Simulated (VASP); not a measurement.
Input of a VASP 6.6.1 run:

File INCAR:

```
ALGO     = Normal         # electronic algorithm
EDIFF    = 1E-6           # SCF threshold, eV
EDIFFG   = -0.01          # ionic threshold
ENCUT    = 600            # plane-wave cutoff, eV
GGA      = RP             # functional
IBRION   = 2              # ionic algorithm
ISIF     = 3              # what is computed and relaxed
ISMEAR   = 0              # smearing method
LASPH    = T              # aspherical terms in the spheres
LCHARG   = F              # write CHGCAR
LREAL    = F              # projectors in reciprocal space
LWAVE    = F              # write WAVECAR
NELM     = 80             # most SCF steps
NSW      = 60             # ionic steps
PREC     = Accurate       # precision mode
SIGMA    = 0.05           # smearing width, eV
```

Contents of KPOINTS:

```
k-points
0
Gamma
  8 8 8
```

POSCAR

```
HfGe
1.0
    3.9335093900      0.0000000000      0.0000000000
   -1.9667546900      3.4065190500      0.0000000000
    0.0000000000      0.0000000000      3.5096193900
Hf Ge
1 1
Direct
    0.0000000000      0.0000000000      0.5000000000
    0.3333333300      0.6666666700      0.5000000000
```

Potentials or basis: VASP PAW PBE potentials, release 64 (Hf_pv, Ge_d).

Run with:

```sh
$ cat potpaw_PBE.64/Hf_pv/POTCAR potpaw_PBE.64/Ge_d/POTCAR > POTCAR
$ mpirun -np 1 vasp_std > vasp.out
```

Problem. Predict the relaxed cell.

Solution. a = 4.645 Å, b = 4.645 Å, c = 3.016 Å, α = 90.00°, β = 90.00°, γ = 120.00°.

Problem. What does it give for the band gap on the k mesh?

Solution. 0.08 eV, indirect (least direct gap 0.21 eV).

Problem. Predict the space group after relaxing (to 0.05 Å).

Solution. P-6m2 (No. 187).

Problem. What does it give for the relaxed volume?

Solution. 28.18 Å³/atom.

The path:
| step | energy change (eV) | largest force (eV/Å) | pressure (GPa) | volume (Å³) |
| --- | --- | --- | --- | --- |
| 1 | 0.0000 | 0.0000 | 39.40 | 47.03 |
| 2 | -1.0595 | 0.0000 | -10.43 | 92.90 |
| 3 | -2.7851 | 0.0000 | -4.90 | 66.19 |
| 4 | -2.8010 | 0.0000 | -3.82 | 64.97 |
| 5 | -2.8038 | 0.0000 | -3.08 | 64.15 |
| 6 | -3.0014 | 0.0000 | -2.17 | 59.84 |
| 7 | -3.0543 | 0.0000 | -1.00 | 57.44 |
| 8 | -3.0577 | 0.0000 | -0.22 | 56.43 |
| 9 | -3.0579 | 0.0000 | -0.40 | 56.61 |
| 10 | -3.0579 | 0.0000 | -0.50 | 56.76 |
| 11 | -3.0584 | 0.0000 | 0.26 | 56.11 |
| 12 | -3.0587 | 0.0000 | -0.01 | 56.36 |

Caveat: the volume moved by over 15 % at a fixed basis, so the end points are rough; the PAW data sets were made with another functional, which shifts forces and pressure a little; spin-orbit coupling is left out, which moves the levels of the heavy elements. A k mesh can miss the band edges.
